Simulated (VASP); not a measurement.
A run of VASP 6.6.1:

Contents of INCAR:

```
SYSTEM = MoS2
PREC     = Accurate       ! precision mode
ENCUT    = 520            ! plane-wave cutoff, eV
EDIFF    = 1E-6           ! SCF threshold, eV
ISMEAR   = 0              ! smearing method
SIGMA    = 0.03           ! smearing width, eV
LREAL    = .False.        ! projectors in reciprocal space
LASPH    = .True.         ! aspherical terms in the spheres
NELM     = 80             ! most SCF steps
ALGO     = Normal         ! electronic algorithm
ISIF     = 2              ! what is computed and relaxed
LWAVE    = .False.        ! write WAVECAR
LCHARG   = .False.        ! write CHGCAR
LMAXMIX  = 4              ! l up to which the mixer works
LDIPOL   = .True.       
IDIPOL   = 3            
DIPOL    = 0.5 0.5 0.500
GGA      = PE             ! functional
IVDW     = 12             ! dispersion correction
NBANDS   = 64             ! bands
LVHAR    = .True.       
LVACPOTAV= .True.       
KPAR     = 4
```

Contents of KPOINTS:

```
Automatic mesh
0
Gamma
  12 12 1
  0 0 0
```

POSCAR

```
MoS2                                    
1.0
    3.1494965976     -0.0000000000      0.0000000000
   -1.5747482988      2.7275440582      0.0000000000
    0.0000000000      0.0000000000     39.6162960000
  S               Mo            
     8     4
Direct
     0.3333333300000021    0.6666666699999979    0.2307816867344514
     0.3333333300000021    0.6666666699999979    0.3098900817239717
     0.6666666699999979    0.3333333300000021    0.3839450672243122
     0.6666666699999979    0.3333333300000021    0.4629823295224181
     0.3333333300000021    0.6666666699999979    0.5370176704775821
     0.3333333300000021    0.6666666699999979    0.6160549327756878
     0.6666666699999979    0.3333333300000021    0.6901099182760282
     0.6666666699999979    0.3333333300000021    0.7692183132655486
     0.6666666699999979    0.3333333300000021    0.2703544270686846
     0.3333333300000021    0.6666666699999979    0.4234636292225346
     0.6666666699999979    0.3333333300000021    0.5765363707774654
     0.3333333300000021    0.6666666699999979    0.7296455729313154
```

Contents of KPOINTS_OPT:

```
explicit points
67
Reciprocal
 0.0000000000  0.0000000000  0.0000000000 1
 0.0357142900  0.0000000000  0.0000000000 1
 0.0714285700  0.0000000000  0.0000000000 1
 0.1071428600  0.0000000000  0.0000000000 1
 0.1428571400  0.0000000000  0.0000000000 1
 0.1785714300  0.0000000000  0.0000000000 1
 0.2142857100  0.0000000000  0.0000000000 1
 0.2500000000  0.0000000000  0.0000000000 1
 0.2857142900  0.0000000000  0.0000000000 1
 0.3214285700  0.0000000000  0.0000000000 1
 0.3571428600  0.0000000000  0.0000000000 1
 0.3928571400  0.0000000000  0.0000000000 1
 0.4285714300  0.0000000000  0.0000000000 1
 0.4642857100  0.0000000000  0.0000000000 1
 0.5000000000  0.0000000000  0.0000000000 1
 0.4791666700  0.0416666700  0.0000000000 1
 0.4583333300  0.0833333300  0.0000000000 1
 0.4375000000  0.1250000000  0.0000000000 1
 0.4166666700  0.1666666700  0.0000000000 1
 0.3958333300  0.2083333300  0.0000000000 1
 0.3750000000  0.2500000000  0.0000000000 1
 0.3541666700  0.2916666700  0.0000000000 1
 0.3333333300  0.3333333300  0.0000000000 1
 0.3137254900  0.3137254900  0.0000000000 1
 0.2941176500  0.2941176500  0.0000000000 1
 0.2745098000  0.2745098000  0.0000000000 1
 0.2549019600  0.2549019600  0.0000000000 1
 0.2352941200  0.2352941200  0.0000000000 1
 0.2156862700  0.2156862700  0.0000000000 1
 0.1960784300  0.1960784300  0.0000000000 1
 0.1764705900  0.1764705900  0.0000000000 1
 0.1568627500  0.1568627500  0.0000000000 1
 0.1372549000  0.1372549000  0.0000000000 1
 0.1176470600  0.1176470600  0.0000000000 1
 0.0980392200  0.0980392200  0.0000000000 1
 0.0784313700  0.0784313700  0.0000000000 1
 0.0588235300  0.0588235300  0.0000000000 1
 0.0392156900  0.0392156900  0.0000000000 1
 0.0196078400  0.0196078400  0.0000000000 1
 0.0000000000  0.0000000000  0.0000000000 1
 0.0000000000  0.0000000000  0.0000000000 1
 0.0060523400 -0.0030261700  0.0000000000 1
-0.0060523400  0.0030261700  0.0000000000 1
 0.0176526700 -0.0088263400  0.0000000000 1
-0.0176526700  0.0088263400  0.0000000000 1
 0.0000000000  0.0052414800  0.0000000000 1
-0.0000000000 -0.0052414800  0.0000000000 1
 0.0000000000  0.0152876600  0.0000000000 1
-0.0000000000 -0.0152876600  0.0000000000 1
 0.5000000000  0.0000000000  0.0000000000 1
 0.5060523400 -0.0030261700  0.0000000000 1
 0.4939476600  0.0030261700  0.0000000000 1
 0.5176526700 -0.0088263400  0.0000000000 1
 0.4823473300  0.0088263400  0.0000000000 1
 0.5000000000  0.0052414800  0.0000000000 1
 0.5000000000 -0.0052414800  0.0000000000 1
 0.5000000000  0.0152876600  0.0000000000 1
 0.5000000000 -0.0152876600  0.0000000000 1
 0.3333333300  0.3333333300  0.0000000000 1
 0.3393856700  0.3303071600  0.0000000000 1
 0.3272809900  0.3363595000  0.0000000000 1
 0.3509860000  0.3245069900  0.0000000000 1
 0.3156806600  0.3421596700  0.0000000000 1
 0.3333333300  0.3385748100  0.0000000000 1
 0.3333333300  0.3280918500  0.0000000000 1
 0.3333333300  0.3486209900  0.0000000000 1
 0.3333333300  0.3180456700  0.0000000000 1
```

Potentials or basis: VASP PAW PBE potentials, release 64 (S, Mo_sv).

Command:

```sh
$ cat potpaw_PBE.64/S/POTCAR potpaw_PBE.64/Mo_sv/POTCAR > POTCAR
$ mpirun -np 4 vasp_std > vasp.out
```

Hardware: 4 MPI ranks on Intel(R) Xeon(R) Platinum 8375C CPU @ 2.90GHz (Ice Lake), on a shared host.

Estimate the wall time of this run.

Wall time 7.2 min on 4 MPI ranks on Intel(R) Xeon(R) Platinum 8375C CPU @ 2.90GHz (Ice Lake), on a shared host, peak memory 0.72 GiB a rank. Counts: scf iterations 66, k points 19.
